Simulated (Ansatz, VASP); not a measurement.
# CsSrF3: VASP beside Ansatz, part 2 of 2

One calculation is typed for both programs; each brings its own data sets. How far apart do they land? The cell is taken from a series of runs on this material, whose earlier steps may have relaxed, scaled, displaced or heated it; both programs get it as it stands.

VASP 6.6.1 and Ansatz 0.2.0.

So far: The structure; Ansatz: relaxation of cell and atoms, PBEsol.

## Step 3: VASP: relaxation of cell and atoms, PBEsol

Level of this step: PBEsol; plane waves and PAW (Cs_sv, Sr_sv, F) (VASP).

The same cell, functional and mesh now go to VASP, with its own data sets.

Lines of VASP's logs that name or quote its potential files are left out, and so is its time.

INCAR

```
SYSTEM = CsSrF3
PREC = Accurate
ENCUT = 600
EDIFF = 1E-07
NELM = 120
ISMEAR = 0
SIGMA = 0.01
LREAL = .FALSE.
ALGO = Normal
GGA = PS
NBANDS = 50
LORBIT = 11
LWAVE = .FALSE.
LCHARG = .FALSE.
ISIF = 3
IBRION = 2
NSW = 80
EDIFFG = -0.005
LASPH = .TRUE.
GGA_COMPAT = .FALSE.
NELMIN = 4
EFERMI = MIDGAP
KPAR = 2
```

POSCAR

```
CsSrF3
1.0
    4.7371930000      4.7371930000      0.0000000000
    4.7371930000      0.0000000000      4.7371930000
    4.7371930000      0.0000000000     -4.7371930000
Cs Sr F
2 2 6
Direct
    0.0000000000      0.5000000000      0.5000000000
    0.0000000000      0.0000000000      0.0000000000
    0.4999998945      0.2500000528      0.7499999472
    0.4999998945      0.7499999472      0.2500000528
    0.4999998945      0.9664150268      0.5335850788
    0.4999998945      0.5335850788      0.9664150268
    0.0000000000      0.9664149212      0.5335849732
    0.0000000000      0.5335849732      0.9664149212
    0.5671700520      0.4328298425      0.4328298425
    0.4328297369      0.0671701575      0.0671701575
```

KPOINTS

```
Automatic mesh
0
Gamma
6 6 6
0 0 0
```

PAW data sets: Cs_sv, Sr_sv and F (PBE family, release 64).

Launch:

```
mpirun -np 2 vasp_std
```

Numbers of over 12 decimals in the logs are rounded to 6 here.

What it wrote:

```text
[banner, memory and clock lines left out]
running    2 mpi-ranks, on    1 nodes
 distrk:  each k-point on    1 cores,    2 groups
 distr:  one band on    1 cores,    1 groups

 POSCAR found type information on POSCAR CsSrF
 POSCAR found :  3 types and      10 ions
|                                                                             |
|               ----> ADVICE to this user running VASP <----                  |
|                                                                             |
|     You enforced a specific xc type in the INCAR file but a different       |
|     [... a line on the potential file left out ...]
|     I HOPE YOU KNOW WHAT YOU ARE DOING!                                     |
|                                                                             |

 LDA part: xc-table for (Slater+PW92), standard interpolation
 POSCAR, INCAR and KPOINTS ok, starting setup
 FFT: planning ... GRIDC
 FFT: planning ... GRID_SOFT
 FFT: planning ... GRID
 WAVECAR not read
 entering main loop
       N       E                     dE             d eps       ncg     rms          rms(c)
DAV:   1     0.649587524258E+03    0.64959E+03   -0.44867E+04  4600   0.166E+03
DAV:   2    -0.549767544608E+01   -0.65509E+03   -0.63619E+03  5826   0.353E+02
DAV:   3    -0.543490722712E+02   -0.48851E+02   -0.48642E+02  5600   0.994E+01
DAV:   4    -0.572430787529E+02   -0.28940E+01   -0.28902E+01  7404   0.148E+01
DAV:   5    -0.572700716078E+02   -0.26993E-01   -0.26988E-01  5940   0.179E+00    0.282E+01
DAV:   6    -0.515847613361E+02    0.56853E+01   -0.22875E+01  5274   0.272E+01    0.240E+01
DAV:   7    -0.515757299388E+02    0.90314E-02   -0.34805E+00  5928   0.724E+00    0.118E+01
DAV:   8    -0.514844192933E+02    0.91311E-01   -0.44165E-01  5444   0.364E+00    0.197E+00
DAV:   9    -0.514717968373E+02    0.12622E-01   -0.15481E-01  5646   0.168E+00    0.531E-01
DAV:  10    -0.514752498203E+02   -0.34530E-02   -0.19492E-02  5416   0.662E-01    0.290E-01
DAV:  11    -0.514755278760E+02   -0.27806E-03   -0.98341E-04  6376   0.138E-01    0.432E-02
DAV:  12    -0.514756167963E+02   -0.88920E-04   -0.11880E-04  5670   0.473E-02    0.158E-02
DAV:  13    -0.514756271674E+02   -0.10371E-04   -0.15656E-05  5934   0.173E-02    0.755E-03
DAV:  14    -0.514756270256E+02    0.14181E-06   -0.83257E-07  5868   0.452E-03    0.300E-03
DAV:  15    -0.514756268962E+02    0.12938E-06   -0.22849E-07  4140   0.228E-03    0.904E-04
DAV:  16    -0.514756269193E+02   -0.23138E-07   -0.58117E-08  3566   0.129E-03
   1 F= -.51475627E+02 E0= -.51475627E+02  d E =-.514756E+02
[... from here on, the cycles between the ionic steps are left out ...]
   2 F= -.51481861E+02 E0= -.51481861E+02  d E =-.623389E-02
   6 F= -.51486530E+02 E0= -.51486530E+02  d E =-.612118E-03
   7 F= -.51487083E+02 E0= -.51487083E+02  d E =-.116509E-02
   8 F= -.51487362E+02 E0= -.51487362E+02  d E =-.279044E-03
   9 F= -.51487727E+02 E0= -.51487727E+02  d E =-.643680E-03
  10 F= -.51487747E+02 E0= -.51487747E+02  d E =-.664523E-03
  11 F= -.51487777E+02 E0= -.51487777E+02  d E =-.296425E-04
  12 F= -.51487790E+02 E0= -.51487790E+02  d E =-.423538E-04
  13 F= -.51487835E+02 E0= -.51487835E+02  d E =-.454001E-04
 trial-energy change:   -0.000045  1 .order   -0.000045   -0.000066   -0.000024
 step:   4.7015(harm=  4.8660)  dis= 0.00199  next Energy=   -51.487841 (dE=-0.515E-04)
 bond charge predicted
       N       E                     dE             d eps       ncg     rms          rms(c)
DAV:   1    -0.514878587553E+02   -0.23521E-04   -0.26364E-02  4600   0.827E-01    0.637E-02
DAV:   2    -0.514878636946E+02   -0.49393E-05   -0.60317E-04  4990   0.120E-01    0.244E-02
DAV:   3    -0.514878544060E+02    0.92886E-05   -0.12303E-05  5474   0.203E-02    0.145E-02
DAV:   4    -0.514878515033E+02    0.29028E-05   -0.85747E-06  5988   0.154E-02    0.763E-03
DAV:   5    -0.514878511714E+02    0.33187E-06   -0.12430E-06  5602   0.531E-03    0.179E-03
DAV:   6    -0.514878509947E+02    0.17665E-06   -0.66890E-08  2866   0.128E-03    0.748E-04
DAV:   7    -0.514878508894E+02    0.10536E-06   -0.27073E-08  2532   0.822E-04    0.265E-04
DAV:   8    -0.514878508875E+02    0.18917E-08   -0.68624E-09  2412   0.356E-04
  14 F= -.51487851E+02 E0= -.51487851E+02  d E =-.610533E-04
 curvature:  -3.79 expect dE=-0.699E-04 dE for cont linesearch -0.150E-07
 trial: gam= 0.94329 g(F)=  0.324E-05 g(S)=  0.152E-04 ort = 0.363E-06 (trialstep = 0.235E+01)
 search vector abs. value=  0.488E-04
 reached required accuracy - stopping structural energy minimisation
```

From OUTCAR (step 3):

```text
ion  position               nearest neighbor table
   1  0.000  0.500  0.500-   3 4.10   4 4.10   3 4.10   4 4.10   3 4.10   4 4.10   3 4.10   4 4.10

  LATTYP: Found a face centered cubic cell.
 ALAT       =     9.4743860000

 Subroutine GETGRP returns: Found  8 space group operations
 (whereof  4 operations were pure point group operations)

The static configuration has the point symmetry C_2v.
 The point group associated with its full space group is D_2h.

 Found     46 irreducible k-points:

   k-points           NKPTS =     46   k-points in BZ     NKDIM =     46   number of bands    NBANDS=     50

   dimension x,y,z NGX =    54 NGY =   54 NGZ =   54
   dimension x,y,z NGXF=   108 NGYF=  108 NGZF=  108

   ENCUT  =  600.0 eV  44.10 Ry    6.64 a.u.  13.38 13.38 13.38*2*pi/ulx,y,z

   NELECT =      80.0000    total number of electrons

 k-points in reciprocal lattice and weights: Automatic mesh
   0.00000000  0.00000000  0.00000000       0.005
   0.16666667  0.00000000  0.00000000       0.019
   0.00000000 -0.16666667  0.16666667       0.009
   0.33333333  0.00000000  0.00000000       0.019
   0.00000000 -0.33333333  0.33333333       0.009
   0.50000000  0.00000000  0.00000000       0.009
   0.00000000  0.50000000  0.50000000       0.005
   0.00000000  0.16666667  0.00000000       0.019
  -0.16666667 -0.16666667  0.00000000       0.019
[...]
0.16666667  0.50000000  0.33333333       0.037
   0.50000000 -0.16666667  0.33333333       0.019

 average (electrostatic) potential at core
       1 -49.2935       2 -49.2935       3 -37.7487       4 -37.7487       5 -77.4158
       6 -77.4158       7 -77.4158       8 -77.4158       9 -77.3709      10 -77.3708

 E-fermi :   0.9559

 k-point     1 :       0.0000    0.0000    0.0000
  band No.  band energies     occupation
    ...
     36      -2.3409      2.00000
     37      -2.3381      2.00000
     38      -2.2851      2.00000
     39      -2.2722      2.00000
     40      -2.2709      2.00000
     41       4.1461      0.00000
     42       5.6112      0.00000
     43       5.8551      0.00000
     44       6.3425      0.00000
     45       6.4050      0.00000
    ...

 k-point     2 :       0.1667    0.0000    0.0000
  band No.  band energies     occupation
    ...
     36      -2.3733      2.00000
     37      -2.3427      2.00000
     38      -2.2986      2.00000
     39      -2.2793      2.00000
     40      -2.2709      2.00000
     41       4.5155      0.00000
     42       5.8028      0.00000
     43       6.1047      0.00000
     44       6.2537      0.00000
     45       6.5009      0.00000
    ...

 k-point     3 :       0.0000   -0.1667    0.1667
  band No.  band energies     occupation
    ...
     36      -2.3676      2.00000
     37      -2.3388      2.00000
     38      -2.3136      2.00000
     39      -2.2961      2.00000
     40      -2.2799      2.00000
     41       4.5488      0.00000
     42       5.9065      0.00000
     43       6.0258      0.00000
     44       6.2383      0.00000
     45       6.4787      0.00000
    ...

  Total       -0.0013581     -0.0013581     -0.0494964     -0.0186025      0.0000000      0.0000000
  in kB       -0.0103282     -0.0103282     -0.3764239     -0.1414730      0.0000000      0.0000000
  external PRESSURE =      -0.1323601 kB  Pullay stress =       0.0000000 kB

  energy-cutoff  :      600.00
  volume of cell :      210.67
      direct lattice vectors                 reciprocal lattice vectors
     4.709062059  4.709062059  0.000000000     0.000996026  0.211360487  0.000000000
     4.731358363 -0.022296304  4.705601657     0.105182230 -0.105182230  0.106256338
     4.731358363 -0.022296304 -4.705601657     0.105182230 -0.105182230 -0.106256338

 POSITION                                       TOTAL-FORCE (eV/Angst)
 -----------------------------------------------------------------------------------
      9.47209      4.65509      0.00000        -0.000491      0.000491      0.000000
      9.43105     -0.01292      0.00000         0.000491     -0.000491      0.000000
      7.08589      2.33223     -2.35280         0.000000     -0.000000      0.000000
      7.08589      2.33223      2.35280         0.000000     -0.000000      0.000000
      9.45157      2.32109      2.01562         0.000000     -0.000000     -0.002522
      9.45157      2.32109     -2.01562         0.000000     -0.000000      0.002522
      7.09704     -0.03344      2.01562         0.000000     -0.000000     -0.002522
      7.09704     -0.03344     -2.01562         0.000000     -0.000000      0.002522
      6.77949      2.63863      0.00000        -0.003195      0.003195      0.000000
      2.66093      2.04813      0.00000         0.003195     -0.003195      0.000000
 -----------------------------------------------------------------------------------
    total drift:                                0.004597      0.004577     -0.000000

  FREE ENERGIE OF THE ION-ELECTRON SYSTEM (eV)
  ---------------------------------------------------
  free  energy   TOTEN  =       -51.4878508875 eV

  energy  without entropy=      -51.4878508875  energy(sigma->0) =      -51.48785089

 reached required accuracy - stopping structural energy minimisation

 total charge
# of ion       s       p       d       tot
------------------------------------------
    1        1.842   4.700   0.028   6.570
    2        1.842   4.700   0.028   6.570
    3        2.004   5.790   0.224   8.017
    4        2.004   5.790   0.224   8.017
    5        1.726   4.351   0.000   6.077
    6        1.726   4.351   0.000   6.077
    7        1.726   4.351   0.000   6.077
    8        1.726   4.351   0.000   6.077
    9        1.726   4.350   0.000   6.077
   10        1.726   4.350   0.000   6.077
--------------------------------------------------
tot         18.050  47.082   0.503  65.635

[... 3 further parts left out ...]
```

The run keeps the 8 symmetry operations of its start, so it cannot find a distortion of lower symmetry.

## Step 4: Differences

Known differences besides the potentials themselves: fixed occupations in Ansatz, narrow Gaussian smearing in VASP; the cutoff is 420 eV in Ansatz and 600 eV in VASP; Ansatz makes its cores anew for this functional, VASP keeps those of its PBE data sets; Ansatz adds a Pulay correction to the stress that steers its cell, VASP none. Total energies have different zeros and are not compared.

The two programs side by side:

```csv
quantity,Ansatz,VASP,difference
volume (Å³),210.00,210.67,-0.32 %
"edge a after relaxation, in the typed setting (Å)",6.656,6.660,-0.06 %
"edge b after relaxation, in the typed setting (Å)",6.666,6.673,-0.11 %
```

## Step 5: Summary of results

- difference in volume (relaxation of cell and atoms, PBEsol): -0.32 %

**Reading.** The difference in volume is -0.32 % (relaxation of cell and atoms, PBEsol), within the 1.2 % picked in this series as the mark of a large difference, as far as the stopping tolerances let one tell. How closely two codes agree says nothing of how well the functional describes the real material.

[Lines on the potential files, build, host, timing and source positions are cut from VASP's logs without a mark.]

[Logs are printed without paths, hosts, clocks, repeated set-up lines and the standing remarks that a program may print on its own settings, such as how far it seeks lower states.]

[Hosts, paths, dates, database ids (printed as entryN), source tags and the programs' standing remarks are cut or masked in the printed files.]
